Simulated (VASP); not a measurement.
An input for Quantum ESPRESSO's pw.x (written as the equivalent of a VASP run, and not itself run):

```
&CONTROL
  calculation = 'vc-relax'
  pseudo_dir = './pseudo'
  outdir = './out'
  tprnfor = .true.
  tstress = .true.
  nstep = 50
  forc_conv_thr = 0.00039
/
&SYSTEM
  ibrav = 0
  nat = 3
  ntyp = 2
  ecutwfc = 70
  occupations = 'smearing'
  smearing = 'gaussian'
  degauss = 0.009996
  input_dft = 'pz'
/
&ELECTRONS
  conv_thr = 7.3e-08
  electron_maxstep = 100
/
&IONS
/
&CELL
/
ATOMIC_SPECIES
  Tl 204.380 Tl.upf
  Bi 208.980 Bi.upf
CELL_PARAMETERS angstrom
     5.7086600    0.0000000    0.0000000
    -2.8543300    4.9438450    0.0000000
     0.0000000    0.0000000    3.3937600
ATOMIC_POSITIONS crystal
  Tl   0.0000000  0.0000000  0.0000000
  Bi   0.6666670  0.3333330  0.5000000
  Bi   0.3333330  0.6666670  0.5000000
K_POINTS automatic
  6 6 8 0 0 0
```

Question: Translate this input to VASP (INCAR, KPOINTS, POSCAR, choice of POTCAR).

Answer: One answer among several that fit: 
INCAR:
```
ALGO  =  Normal
EDIFF  =  1E-6
EDIFFG  =  -0.01
ENCUT  =  300
IBRION  =  2
ISIF  =  3
ISMEAR  =  0
LASPH  =  .TRUE.
LCHARG  =  .FALSE.
LMAXMIX  =  4
LREAL  =  .FALSE.
LWAVE  =  .FALSE.
NELM  =  100
NSW  =  50
PREC  =  Accurate
SIGMA  =  0.136
SYSTEM  =  TlBi2
```

### POSCAR
```
TlBi2
1.0
  5.7086600000   0.0000000000   0.0000000000
 -2.8543300000   4.9438450000   0.0000000000
  0.0000000000   0.0000000000   3.3937600000
Tl Bi
1 2
Cartesian
  0.0000000000   0.0000000000   0.0000000000
  2.8543328543   1.6479466854   1.6968800000
 -0.0000028543   3.2958983146   1.6968800000
```

**KPOINTS**
```
Automatic mesh
0
Gamma
6 6 8
0 0 0
```

POTCAR, in this order: Tl_d Bi_d (LDA.64 set). Program: vasp_std.

The two are equivalent in intent, not identical: the potentials are each code's own (VASP's PAW set, PseudoDojo norm-conserving files in pw.x), so ENCUT and ecutwfc are chosen apart and not converted; conv_thr bounds pw.x's estimated SCF error, while EDIFF bounds the energy change between steps; forc_conv_thr acts on force components and is met together with etot_conv_thr.

The structure comes from a computed database's TlBi2 entry (P6/mmm); how it stands against other phases isn't given here. This run relaxes it. Symmetry was kept, so distortions that lower it aren't found. The run is one of a series of settings (EDIFFG = -0.01, IBRION = 2, ISIF = 3, NSW = 50 against the base run), some of them coarse on purpose.
